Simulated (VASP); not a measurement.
# OSiClBrH2 in VASP: further runs

Aim: see how the results for OSiClBrH2 move with the level of theory and the settings. Levels: HSE06+D3(BJ), BLYP, r2SCAN0+D4. Tasks: single point.

Everything below comes from runs of VASP 6.6.1. Logs are shortened: lines on timing, memory, paths and dates and some standing lists are left out, and cuts for length are marked.

## Step 1: The molecule as given

The cell holds a molecule in a box, 6 atoms: a = 12.000 Å, b = 13.000 Å, c = 12.000 Å, α = 90.00°, β = 90.00°, γ = 90.00°.

## Step 2: Single point, HSE06+D3(BJ)

Contents of POSCAR:

```
SiH2BrClO
1.0
   12.0000000000      0.0000000000      0.0000000000
    0.0000000000     13.0000000000      0.0000000000
    0.0000000000      0.0000000000     12.0000000000
O Si Cl Br H
1 1 1 1 2
Direct
    0.6213375000      0.5950576900      0.4677791700
    0.5622875000      0.4887961500      0.5068375000
    0.5857875000      0.3746961500      0.3923208300
    0.3808291700      0.5096653800      0.5282375000
    0.5959625000      0.6285346200      0.4012041700
    0.6129291700      0.4588576900      0.6133458300
```

Contents of INCAR.step1:

```
ALGO     = Normal         # electronic algorithm
EDIFF    = 1E-5           # SCF threshold, eV
ENCUT    = 520            # plane-wave cutoff, eV
GGA      = PE             # functional
ISIF     = 2              # what is computed and relaxed
ISMEAR   = 0              # smearing method
LASPH    = True           # aspherical terms in the spheres
LCHARG   = False          # write CHGCAR
LREAL    = False          # projectors in reciprocal space
LWAVE    = True           # write WAVECAR
NBANDS   = 22             # bands
NELM     = 60             # most SCF steps
PREC     = Accurate       # precision mode
SIGMA    = 0.01           # smearing width, eV
```

Contents of INCAR.step2:

```
ALGO     = Normal         # electronic algorithm
EDIFF    = 1E-6           # SCF threshold, eV
ENCUT    = 520            # plane-wave cutoff, eV
GGA      = PE             # functional
HFSCREEN = 0.2            # screening, 1/A
ISIF     = 2              # what is computed and relaxed
ISMEAR   = 0              # smearing method
ISTART   = 1            
IVDW     = 12             # dispersion correction
LASPH    = True           # aspherical terms in the spheres
LCHARG   = False          # write CHGCAR
LHFCALC  = True           # exact exchange
LREAL    = False          # projectors in reciprocal space
LWAVE    = False          # write WAVECAR
NBANDS   = 22             # bands
NELM     = 60             # most SCF steps
PREC     = Accurate       # precision mode
PRECFOCK = Normal       
SIGMA    = 0.01           # smearing width, eV
VDW_A1   = 0.383        
VDW_A2   = 5.685        
VDW_S6   = 1.0          
VDW_S8   = 2.31
```

Contents of KPOINTS:

```
k-points
0
Gamma
  1 1 1
```

Potentials or basis: VASP PAW PBE potentials, release 64 (O, Si, Cl, Br, H).

Command:

```
> cat potpaw_PBE.64/O/POTCAR potpaw_PBE.64/Si/POTCAR potpaw_PBE.64/Cl/POTCAR potpaw_PBE.64/Br/POTCAR potpaw_PBE.64/H/POTCAR > POTCAR
> cp INCAR.step1 INCAR
> mpirun -np 1 vasp_gam > vasp.out
> cp INCAR.step2 INCAR
> mpirun -np 1 vasp_gam > vasp.out
```

OUTCAR:

```text
EDIFF = 1E-6
   ENCUT = 520
   GGA = PE
   HFSCREEN = 0.2
   ISIF = 2
   ISMEAR = 0
   ISTART = 1
   IVDW = 12
   LASPH = True
   LHFCALC = True
   LREAL = False
   NELM = 60
   PREC = Accurate
   PRECFOCK = Normal
 IVDW          = 12

 ion  position               nearest neighbor table
   1  0.621  0.595  0.468-   5 0.96   2 1.62
   2  0.562  0.489  0.507-   6 1.47   1 1.62   3 2.04   4 2.21
   3  0.586  0.375  0.392-   2 2.04
   4  0.381  0.510  0.528-   2 2.21
   5  0.596  0.629  0.401-   1 0.96
   6  0.613  0.459  0.613-   2 1.47

  LATTYP: Found a simple tetragonal cell.
 ALAT       =    12.0000000000
 C/A-ratio  =     1.0833333333

  Lattice vectors:

 A1 = ( -12.0000000000,   0.0000000000,   0.0000000000)
 A2 = (   0.0000000000,   0.0000000000,  12.0000000000)
 A3 = (   0.0000000000,  13.0000000000,   0.0000000000)

Analysis of symmetry for initial positions (statically):
=====================================================================
 Subroutine PRICEL returns:
 Original cell was already a primitive cell.

 Routine SETGRP: Setting up the symmetry group for a
 simple tetragonal supercell.

 Subroutine GETGRP returns: Found  1 space group operations
 (whereof  1 operations were pure point group operations)
 out of a pool of 16 trial point group operations.

The static configuration has the point symmetry C_1 .

Analysis of symmetry for dynamics (positions and initial velocities):
=====================================================================
 Subroutine PRICEL returns:
 Original cell was already a primitive cell.

 Routine SETGRP: Setting up the symmetry group for a
 simple tetragonal supercell.

 Subroutine GETGRP returns: Found  1 space group operations
 (whereof  1 operations were pure point group operations)
 out of a pool of 16 trial point group operations.

The dynamic configuration has the point symmetry C_1 .

 Subroutine INISYM returns: Found  1 space group operations
 (whereof  1 operations are pure point group operations),
 and found     1 'primitive' translations

----------------------------------------------------------------------------------------

                                     Primitive cell

  volume of cell :    1872.0000

  direct lattice vectors                    reciprocal lattice vectors
    12.000000000  0.000000000  0.000000000     0.083333333  0.000000000  0.000000000
     0.000000000 13.000000000  0.000000000     0.000000000  0.076923077  0.000000000
     0.000000000  0.000000000 12.000000000     0.000000000  0.000000000  0.083333333

  length of vectors
    12.000000000 13.000000000 12.000000000     0.083333333  0.076923077  0.083333333

  position of ions in fractional coordinates (direct lattice)
     0.621337500  0.595057690  0.467779170
     0.562287500  0.488796150  0.506837500
     0.585787500  0.374696150  0.392320830
     0.380829170  0.509665380  0.528237500
     0.595962500  0.628534620  0.401204170
     0.612929170  0.458857690  0.613345830

  ion indices of the primitive-cell ions
   primitive index   ion index
                 1           1
                 2           2
                 3           3
                 4           4
                 5           5
                 6           6

----------------------------------------------------------------------------------------

 KPOINTS: k-points

Automatic generation of k-mesh.
 Grid dimensions read from file:
 generate k-points for:    1    1    1

 Generating k-lattice:

  Cartesian coordinates                     Fractional coordinates (reciprocal lattice)
     0.083333333  0.000000000  0.000000000     1.000000000  0.000000000  0.000000000
     0.000000000  0.076923077  0.000000000     0.000000000  1.000000000  0.000000000
     0.000000000  0.000000000  0.083333333     0.000000000  0.000000000  1.000000000

  Length of vectors
     0.083333333  0.076923077  0.083333333

  Shift w.r.t. Gamma in fractional coordinates (k-lattice)
     0.000000000  0.000000000  0.000000000

 Subroutine IBZKPT returns following result:
 ===========================================

 Found      1 irreducible k-points:

 Following reciprocal coordinates:
            Coordinates               Weight
  0.000000  0.000000  0.000000      1.000000
   k-points           NKPTS =      1   k-points in BZ     NKDIM =      1   number of bands    NBANDS=     22
   number of dos      NEDOS =    301   number of ions     NIONS =      6
   total plane-waves  NPLWV = 793800
   dimension x,y,z NGX =    90 NGY =   98 NGZ =   90
   dimension x,y,z NGXF=   180 NGYF=  196 NGZF=  180
   ions per type =               1   1   1   1   2
   NGX,Y,Z   is equivalent  to a cutoff of  12.47, 12.53, 12.47 a.u.
   NGXF,Y,Z  is equivalent  to a cutoff of  24.94, 25.06, 24.94 a.u.
 SYSTEM =  unknown system
   PREC   = accura    normal or accurate (medium, high low for compatibility)
   ISTART =      1    job   : 0-new  1-cont  2-samecut
   ICHARG =      0    charge: 1-file 2-atom 10-const
   ISPIN  =      1    spin polarized calculation?
   LNONCOLLINEAR =      F non collinear calculations
   LSORBIT =      F    spin-orbit coupling
   LASPH  =      T    aspherical Exc in radial PAW
   ENCUT  =  520.0 eV  38.22 Ry    6.18 a.u.  22.31 24.17 22.31*2*pi/ulx,y,z
   NELM   =     60;   NELMIN=  2; NELMDL=  0     # of ELM steps
   EDIFF  = 0.1E-05   stopping-criterion for ELM
   LREAL  =      F    real-space projection
   EDIFFG = 0.1E-04   stopping-criterion for IOM
   NSW    =      0    number of steps for IOM
   IBRION =     -1    ionic relax: 0-MD 1-quasi-New 2-CG
   NFREE  =      0    steps in history (QN), initial steepest desc. (CG)
   ISIF   =      2    stress and relaxation
   ISYM   =      3    0-nonsym 1-usesym 2-fastsym
   POTIM  = 0.5000    time-step for ionic-motion
   TEBEG  =    0.0;   TEEND  =   0.0 temperature during run
   PSTRESS=    0.0 pullay stress
   NELECT =      26.0000    total number of electrons
   NUPDOWN=      -1.0000    fix difference up-down
   EMIN   =  10.00;   EMAX   =-10.00  energy-range for DOS
   EFERMI =   0.00;   METHOD = LEGACY
   ISMEAR =     0;   SIGMA  =   0.01  broadening in eV -4-tet -1-fermi 0-gaus
   EFERMI_NEDOS =   21; number of points for ismear=-14 and -15
   IALGO  =     38    algorithm
   IMIX   =      1    mixing-type and parameters
     AMIX     =   0.40;   BMIX     =  1.00
     AMIX_MAG =   1.60;   BMIX_MAG =  1.00
  volume/ion in A,a.u.               =     312.00      2105.48
  Fermi-wavevector in a.u.,A,eV,Ry     =   0.393517  0.743640  2.106944  0.154856
  Thomas-Fermi vector in A             =   1.337630
   LORBIT       =      0    0 simple, 1 ext, 2 COOP (PROOUT), +10 PAW based schemes
   GGA     = PE    functional components
   LHFCALC =     T    Hartree Fock is set to
   PRECFOCK=normal    Normal, Fast or Accurate (Low or Medium for compatibility)
   ENCUT4O =  -1.0   cutoff for four orbital integrals eV
   NKREDX  =     1    reduce k-point grid by
   NKREDY  =     1    reduce k-point grid by
   NKREDZ  =     1    reduce k-point grid by
   AEXX    =    0.2500 exact exchange contribution
   HFSCREEN=    0.2000 screening length (either q_TF or 0.3 A-1)
   HFSCREENC=   0.2000 screening length for correlation (either q_TF or 0.3 A-1)
   ENCUTFOCK=  -1.0 apply spherical cutoff to Coloumb kernel
   IVDW    =    12    specifies the selected vdW correction
   LEPSILON=     F    determine dielectric tensor
   LRPA    =     F    only Hartree local field effects (RPA)
 non-spin polarized calculation
 Gauss-broadening in eV      SIGMA  =   0.01
  energy-cutoff  :      520.00
  volume of cell :     1872.00
 maximum number of plane-waves:     25235
 NGX is ok and might be reduce to    90
  NGX = 70; NGY = 80; NGZ = 70

 number of electron      26.0000000 magnetization

 Free energy of the ion-electron system (eV)
  ---------------------------------------------------
  ext. energy  EPLUGINS =         0.00000000
  ---------------------------------------------------
  free energy    TOTEN  =       -32.42912291 eV

  energy without entropy =      -32.42912291  energy(sigma->0) =      -32.42912291

 E-fermi :  -7.9140     XC(G=0):  -0.8697

 val. band max:       -7.9646219862   @ k =   0.0000   0.0000   0.0000
 cond. band min:      -0.4813308396   @ k =   0.0000   0.0000   0.0000
 fundamental gap:      7.4832911466
 Fermi energy:        -7.9139549092

 k-point     1 :       0.0000    0.0000    0.0000
  band No.  band energies     occupation
      1     -28.3925      2.00000
      2     -22.9697      2.00000
      3     -21.8469      2.00000
      4     -15.8587      2.00000
      5     -13.0617      2.00000
      6     -11.2854      2.00000
[... 14 lines left out ...]
     21       0.9348      0.00000
     22       1.0625      0.00000

------------------------ aborting loop because EDIFF is reached ----------------------------------------

 Edisp (eV)   -0.13090

 E8    (eV) :    -0.0776

  FORCE on cell =-STRESS in cart. coord.  units (eV):
  Direction    XX          YY          ZZ          XY          YZ          ZX
  --------------------------------------------------------------------------------------
  -------------------------------------------------------------------------------------
  Total      -0.34132    -0.21519    -0.19641     0.00858    -0.12867     0.01892
  in kB      -0.29213    -0.18418    -0.16810     0.00734    -0.11013     0.01619
  external pressure =       -0.21 kB  Pullay stress =        0.00 kB

 VOLUME and BASIS-vectors are now :
 -----------------------------------------------------------------------------
  energy-cutoff  :      520.00
  volume of cell :     1872.00
      direct lattice vectors                 reciprocal lattice vectors
    12.000000000  0.000000000  0.000000000     0.083333333  0.000000000  0.000000000
     0.000000000 13.000000000  0.000000000     0.000000000  0.076923077  0.000000000
     0.000000000  0.000000000 12.000000000     0.000000000  0.000000000  0.083333333

 POSITION                                       TOTAL-FORCE (eV/Angst)
 -----------------------------------------------------------------------------------
      7.45605      7.73575      5.61335        -0.055053     -0.094459      0.022123
      6.74745      6.35435      6.08205        -0.017527     -0.041246      0.004323
      7.02945      4.87105      4.70785        -0.014863      0.081096      0.074749
      4.56995      6.62565      6.33885         0.100262     -0.013245     -0.011708
      7.15155      8.17095      4.81445         0.016272      0.056567     -0.034227
      7.35515      5.96515      7.36015        -0.029092      0.011287     -0.055261
 -----------------------------------------------------------------------------------
    total drift:                               -0.000433      0.000853      0.000598

  FREE ENERGIE OF THE ION-ELECTRON SYSTEM (eV)
  ---------------------------------------------------
  free  energy   TOTEN  =       -32.5600187693 eV

  energy  without entropy=      -32.5600187693  energy(sigma->0) =      -32.56001877
```

It took 4.7 min on 1 thread of Intel Xeon Platinum 8488C (Sapphire Rapids), shared host; peak memory 1.6 GiB.

Results:

| Property | Result |
| --- | --- |
| Free energy | -32.5600 eV |
| Largest force | 0.112 eV/Å |
| Gap between the frontier levels | 7.48 eV |
| Dispersion energy per atom | -0.022 eV |

Forces in eV/Å, atoms in the order of the input:
```
O   -0.055 -0.094  0.022
Si  -0.018 -0.041  0.004
Cl  -0.015  0.081  0.075
Br   0.100 -0.013 -0.012
H    0.016  0.057 -0.034
H   -0.029  0.011 -0.055
```

Levels at points of the mesh, in eV from the valence-band top:
```csv
k point,band 10,band 11,band 12,band 13,band 14,band 15,band 16,band 17
"(0.00, 0.00, 0.00)",-1.04,-0.75,-0.15,0.00,7.48,7.81,8.13,8.36
```

Caveat: the PAW data sets were made with another functional, which shifts forces and pressure a little.

## Step 3: Single point, BLYP

Contents of INCAR:

```
SYSTEM = SiH2BrClO
AGGAC = 1.0 ; AGGAX = 1.0
ALDAC = 0.0 ; ALDAX = 1.0
ALGO = Fast ; EDIFF = 1E-7
ENCUT = 520 ; GGA = B5
ISIF = 2 ; ISMEAR = 0
LASPH = .TRUE. ; LCHARG = .TRUE.
LELF = .TRUE. ; LREAL = .FALSE.
LVACPOTAV = .TRUE. ; LVHAR = .TRUE.
LWAVE = .FALSE. ; NELM = 60
PREC = Accurate ; SIGMA = 0.01
```

Contents of KPOINTS:

```
k-points
0
G
  1 1 1
  0 0 0
```

POSCAR is that of step 2.

Potentials or basis: VASP PAW PBE potentials, release 64 (O, Si, Cl, Br, H).

Command:

```
> cat potpaw_PBE.64/O/POTCAR potpaw_PBE.64/Si/POTCAR potpaw_PBE.64/Cl/POTCAR potpaw_PBE.64/Br/POTCAR potpaw_PBE.64/H/POTCAR > POTCAR
> mpirun -np 1 vasp_gam > vasp.out
```

It took 7.3 min on 1 thread of Intel Xeon Platinum 8488C (Sapphire Rapids), shared host; peak memory 1.4 GiB.

Results (log left out):

| Property | Result |
| --- | --- |
| Free energy | -25.4171 eV |
| Largest force | 0.625 eV/Å |
| Gap between the frontier levels | 6.08 eV |

Forces in eV/Å, atoms in the order of the input:
```
O    0.468  0.324  0.257
Si   0.075 -0.333  0.456
Cl   0.115 -0.419 -0.355
Br  -0.570  0.076  0.105
H   -0.122  0.348 -0.489
H    0.033  0.005  0.026
```

Levels at points of the mesh, in eV from the valence-band top:
| k point | band 11 | band 12 | band 13 | band 14 | band 15 | band 16 |
| --- | --- | --- | --- | --- | --- | --- |
| (0.00, 0.00, 0.00) | -0.73 | -0.18 | 0.00 | 6.08 | 6.32 | 6.92 |

Caveat: the PAW data sets were made with another functional, which shifts forces and pressure a little.

## Step 4: Single point, r2SCAN0+D4

Contents of POSCAR:

```
SiH2BrClO
1.0
   12.0000000000      0.0000000000      0.0000000000
    0.0000000000     13.0000000000      0.0000000000
    0.0000000000      0.0000000000     12.0000000000
O Si Cl Br H
1 1 1 1 2
Cartesian
    7.4560500000      7.7357499700      5.6133500400
    6.7474500000      6.3543499500      6.0820500000
    7.0294500000      4.8710499500      4.7078499600
    4.5699500400      6.6256499400      6.3388500000
    7.1515500000      8.1709500600      4.8144500400
    7.3551500400      5.9651499700      7.3601499600
```

Contents of INCAR.step1:

```
SYSTEM = SiH2BrClO
  PREC = Accurate
  ENCUT = 520
  EDIFF = 1E-5
  ISMEAR = 0
  SIGMA = 0.01
  LREAL = .FALSE.
  LASPH = .TRUE.
  NELM = 60
  ALGO = Normal
  ISIF = 2
  LWAVE = .TRUE.
  LCHARG = .FALSE.
  GGA = PE
```

Contents of INCAR.step2:

```
SYSTEM = SiH2BrClO
  PREC = Accurate
  ENCUT = 520
  EDIFF = 1E-6
  ISMEAR = 0
  SIGMA = 0.01
  LREAL = .FALSE.
  LASPH = .TRUE.
  NELM = 60
  ALGO = Normal
  ISIF = 2
  LWAVE = .FALSE.
  LCHARG = .FALSE.
  METAGGA = R2SCAN
  LHFCALC = .TRUE.
  AEXX = 0.25
  LMIXTAU = .TRUE.
  PRECFOCK = Normal
  IVDW = 13
  VDW_S6 = 1.0
  VDW_S8 = 0.8992
  VDW_A1 = 0.4778
  VDW_A2 = 5.8779
  ISTART = 1
```

Contents of KPOINTS:

```
regular mesh
0
G
  1 1 1
  0 0 0
```

Command:

```
> cat potpaw_PBE.64/O/POTCAR potpaw_PBE.64/Si/POTCAR potpaw_PBE.64/Cl/POTCAR potpaw_PBE.64/Br/POTCAR potpaw_PBE.64/H/POTCAR > POTCAR
> cp INCAR.step1 INCAR
> mpirun -np 1 vasp_gam > vasp.out
> cp INCAR.step2 INCAR
> mpirun -np 1 vasp_gam > vasp.out
```

Wall time 14 min (1 thread of Intel Xeon Platinum 8488C (Sapphire Rapids), shared host); peak memory 1.6 GiB.

The run converged. Its results:

| Item | Value |
| --- | --- |
| Free energy | -50.0828 eV |
| Largest force | 0.406 eV/Å |
| Gap between the frontier levels | 8.67 eV |
| Dispersion energy per atom | -0.008 eV |

Forces in eV/Å, atoms in the order of the input:
```
O   -0.289 -0.265 -0.103
Si   0.093  0.088 -0.007
Cl  -0.036  0.199  0.170
Br   0.237 -0.023 -0.034
H    0.095 -0.044  0.160
H   -0.099  0.046 -0.186
```

Levels at points of the mesh, in eV from the valence-band top:
| k point | band 10 | band 11 | band 12 | band 13 | band 14 | band 15 | band 16 | band 17 |
| --- | --- | --- | --- | --- | --- | --- | --- | --- |
| (0.00, 0.00, 0.00) | -1.07 | -0.76 | -0.15 | 0.00 | 8.67 | 9.06 | 9.27 | 9.60 |

Caveat: the PAW data sets were made with another functional, which shifts forces and pressure a little.

## Step 5: For comparison

An earlier run on the cell as given: functional PBE; potentials or basis VASP PAW PBE potentials, release 64 (O, Si, Cl, Br, H); cutoff 520 eV; k mesh 1 × 1 × 1; occupations gaussian, width 0.01 eV; no spin polarisation.

* Largest force: 0.560 eV/Å
* Gap between the frontier levels: 6.21 eV

## Step 6: The runs side by side

```csv
level,grid for exact exchange (PRECFOCK),screening parameter,exchange at q = 0,gap on the mesh (eV),largest force (eV/Å)
HSE06+D3(BJ),Normal,0.2 1/A,-,7.48,0.11
BLYP,-,-,-,6.08,0.62
r2SCAN0+D4,Normal,-,default,8.67,0.41
PBE,-,-,-,6.21,0.56
```

Alike in all rows: task single point; potentials or basis VASP PAW PBE potentials, release 64 (O, Si, Cl, Br, H); no spin polarisation; cell as given; k mesh 1 × 1 × 1; cutoff (eV) 520; smearing gaussian 0.01 eV.

On the cell as given the gap runs from 6.08 eV (BLYP) to 8.67 eV (r2SCAN0+D4).

Caveats: the PAW data sets were made with another functional, which shifts forces and pressure a little (some runs).

Absolute energies hang on the potentials; compare differences alone.
